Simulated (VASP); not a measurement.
```
NiO
1.0
    4.11229     2.05364     2.05364
    2.05364     4.11229     2.05364
    2.05364     2.05364     4.11229
Ni O
2 2
Direct
  0.00000   0.00000   0.00000
  0.50000   0.50000   0.50000
  0.25000   0.25000   0.25000
  0.75000   0.75000   0.75000
```
Starting moments (μB, in the order of the record's atoms Ni Ni O O): 1.2 -1.2 0.0 0.0.

The numbers are results of AM05 GGA, VASP's PBE PAW potentials (set 64) (plane waves; VASP), not measurements. Settings: 520 eV cut-off, 10×10×10 Γ-centred mesh, tetrahedra with Blöchl corrections, potentials Ni O.

Question: Predict the cell moment, energy per atom (σ→0).

Answer: 
The cell moment is 0.00 μB and the energy per atom (σ→0) comes out as -6.046 eV/atom.

Question: Give the moment on each site (PAW-sphere projection).

Answer: 
```csv
site,moment (μB)
Ni1,1.20
Ni2,-1.20
O3,0.00
O4,0.00
```

Total energies compare only between runs with the same potentials, cut-off and functional.

The compound is NiO in the rock salt, AFM-II order structure. It was relaxed first.
